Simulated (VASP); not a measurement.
Given:

```
PbTe
1.0
    0.00000     3.28329     3.28329
    3.28329     0.00000     3.28329
    3.28329     3.28329     0.00000
Te Pb
1 1
Cartesian
  3.28329   3.28329   3.28329
  0.00000   0.00000   0.00000
```

These are PBE GGA, VASP's PBE PAW potentials (set 64) (plane waves; VASP) values and carry that method's errors. Numerical set-up: 520 eV cut-off, Gaussian smearing of 0.050 eV, potentials Te Pb_d.

Unless said otherwise, spin-orbit coupling is left out, though it shifts the bands of the heavy elements here.

Question: Give the energies of bands 7 to 13 at the high-symmetry points, in eV from the valence-band maximum.

Answer: 
| band | Γ | X | U | L | W |
|---|---|---|---|---|---|
| 7 | -5.71 | -7.22 | -7.79 | -8.34 | -7.81 |
| 8 | -1.16 | -4.12 | -3.76 | -0.73 | -3.45 |
| 9 | -1.16 | -2.52 | -2.05 | -0.73 | -3.45 |
| 10 | -1.16 | -2.52 | -1.88 | 0.00 | -0.28 |
| 11 | 4.03 | 3.50 | 3.54 | 0.83 | 1.73 |
| 12 | 4.03 | 5.31 | 3.73 | 1.39 | 5.21 |
| 13 | 4.03 | 5.31 | 5.21 | 1.39 | 5.21 |

The gap is direct, 0.83 eV, from the valence maximum at L to the conduction minimum at L.

The compound is PbTe in the rock salt structure. It was relaxed first, which changed the volume by +5 %.
